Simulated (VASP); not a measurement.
Output of a VASP run:

OSZICAR:
```
       N       E                     dE             d eps       ncg     rms          rms(c)
DAV:   1     0.714317388934E+02    0.71432E+02   -0.11181E+04  5232   0.202E+03
DAV:   2    -0.629840233969E+02   -0.13442E+03   -0.12804E+03  5145   0.334E+02
DAV:   3    -0.676601495029E+02   -0.46761E+01   -0.46258E+01  6386   0.741E+01
DAV:   4    -0.677107488270E+02   -0.50599E-01   -0.50585E-01  5756   0.650E+00
DAV:   5    -0.677125338358E+02   -0.17850E-02   -0.17850E-02  7709   0.133E+00    0.121E+01
DAV:   6    -0.619391231303E+02    0.57734E+01   -0.14364E+01  5134   0.103E+02    0.684E+00
DAV:   7    -0.614339108757E+02    0.50521E+00   -0.38425E+00  5782   0.949E+01    0.567E+00
DAV:   8    -0.614118436956E+02    0.22067E-01   -0.18394E-01  7707   0.113E+01    0.299E+00
DAV:   9    -0.614154378675E+02   -0.35942E-02   -0.40121E-02  6792   0.419E+00    0.366E-01
DAV:  10    -0.614133354714E+02    0.21024E-02   -0.16270E-02  6088   0.203E+00    0.108E-01
DAV:  11    -0.614161453370E+02   -0.28099E-02   -0.61987E-03  5753   0.143E+00    0.778E-02
DAV:  12    -0.614169371169E+02   -0.79178E-03   -0.35286E-04  6671   0.244E-01    0.364E-02
DAV:  13    -0.614169448437E+02   -0.77268E-05   -0.19782E-04  6575   0.327E-01    0.221E-02
DAV:  14    -0.614169946142E+02   -0.49771E-04   -0.38808E-05  5917   0.797E-02    0.460E-03
DAV:  15    -0.614169953294E+02   -0.71520E-06   -0.36889E-06  6363   0.258E-02    0.183E-03
DAV:  16    -0.614169953700E+02   -0.40627E-07   -0.43871E-07  6266   0.846E-03
   1 F= -.61416995E+02 E0= -.61416979E+02  d E =-.505066E-04
```

**OUTCAR**
```
------------------------ aborting loop because EDIFF is reached ----------------------------------------
  FORCE on cell =-STRESS in cart. coord.  units (eV):
  Direction    XX          YY          ZZ          XY          YZ          ZX
  --------------------------------------------------------------------------------------
  Total        0.8507891      0.8507891      0.4852015      0.0000000      0.0000000      0.0000000
  in kB       46.9298972     46.9298972     26.7639278      0.0000000      0.0000000      0.0000000
  external PRESSURE =      40.2079074 kB  Pullay stress =       0.0000000 kB
  volume of cell :       29.05
      direct lattice vectors                 reciprocal lattice vectors
     2.867313939  0.000000000  0.000000000     0.348758462  0.000000000  0.000000000
     0.000000000  2.867313939  0.000000000     0.000000000  0.348758462  0.000000000
     0.000000000  0.000000000  3.532908482     0.000000000  0.000000000  0.283052902
 POSITION                                       TOTAL-FORCE (eV/Angst)
 -----------------------------------------------------------------------------------
      0.00000      0.00000      0.00000         0.000000     -0.000000      1.369026
      1.43366      1.43366      1.96645        -0.000000      0.000000     -1.369026
 -----------------------------------------------------------------------------------
    total drift:                               -0.000000      0.000000     -0.004532
  FREE ENERGIE OF THE ION-ELECTRON SYSTEM (eV)
  ---------------------------------------------------
  free  energy   TOTEN  =       -61.4169953700 eV

  energy  without entropy=      -61.4169448634  energy(sigma->0) =      -61.41697853
```
(Selected blocks of OUTCAR.)

### POSCAR
```
CuAu
1
    2.8673139389     0.0000000000    -0.0000000000
   -0.0000000000     2.8673139389    -0.0000000000
    0.0000000000     0.0000000000     3.5329084820
Cu Au
1 1
Direct
  0.0000000000   0.0000000000   0.0000000000
  0.5000000000   0.5000000000   0.5566105805
```

### Question
Reconstruct the remaining input files.

### Answer
Several could match; the one computed here: the input of the run itself, r2SCAN meta-GGA, plane waves, VASP's PBE PAW potentials (set 64).

### INCAR
```
SYSTEM = CuAu
PREC = Accurate; ENCUT = 480; LREAL = .FALSE.
LASPH = .TRUE.
EDIFF = 1E-7; NELM = 100; ALGO = Normal
LMAXMIX = 6; LMIXTAU = .TRUE.
ISMEAR = 1; SIGMA = 0.1
METAGGA = R2SCAN
ISIF = 2
LWAVE = .FALSE.; LCHARG = .FALSE.
```

KPOINTS:
```
kpoints
0
gamma
 12 12 10
```

POTCAR, in this order: Cu Au (PBE.64 set). Program: vasp_std.

The compound is CuAu in the L1_0 structure. This cell was strained or had an atom moved on purpose.
